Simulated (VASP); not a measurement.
Level of theory: LDA (Ceperley-Alder, Perdew-Zunger), VASP's LDA PAW potentials (set 64) (plane waves; VASP).

Input for VASP

POSCAR:
```
TiSi2
1
    1.7737540000    -6.7924000000     0.0000000000
    1.7737540000     6.7924000000     0.0000000000
    0.0000000000     0.0000000000     3.5826390000
Ti Si
2 4
Direct
  0.8968800000   0.1031200000   0.7500000000
  0.1031200000   0.8968800000   0.2500000000
  0.5582500000   0.4417500000   0.7500000000
  0.4417500000   0.5582500000   0.2500000000
  0.2496900000   0.7503100000   0.7500000000
  0.7503100000   0.2496900000   0.2500000000
```

KPOINTS:
```
Automatic mesh
0
Gamma
9 9 8
0 0 0
```

INCAR:
```
LMAXMIX  =  4   ! l cut-off of mixed one-centre charges
PREC  =  Accurate
LASPH  =  .TRUE.   ! aspherical one-centre terms
ISMEAR  =  0   ! Gaussian
SYSTEM  =  TiSi2
EDIFF  =  1E-6
LWAVE  =  .FALSE.
LREAL  =  .FALSE.
NELM  =  100
ALGO  =  Normal   ! blocked Davidson
ISIF  =  2   ! forces and stress, cell fixed
LCHARG  =  .FALSE.
SIGMA  =  0.1
ENCUT  =  600
```

POTCAR, in this order: Ti_sv Si (LDA.64 set). Program: vasp_std.

What will the output report for the number of irreducible k-points (NKPTS), largest plane-wave count, number of space-group operations, FFT grid (NGX, NGY, NGZ)?

```json
{
 "number of irreducible k-points (NKPTS)": "125",
 "largest_plane_wave_count": "2903",
 "number_of_space_group_operations": "8",
 "FFT grid (NGX, NGY, NGZ)": "56 × 56 × 30"
}
```

The structure comes from a computed database's TiSi2 entry; how it stands against other phases isn't given here. The cell was not relaxed at this level. The run is one of a series of settings (ENCUT = 600 against the base run), some of them coarse on purpose.
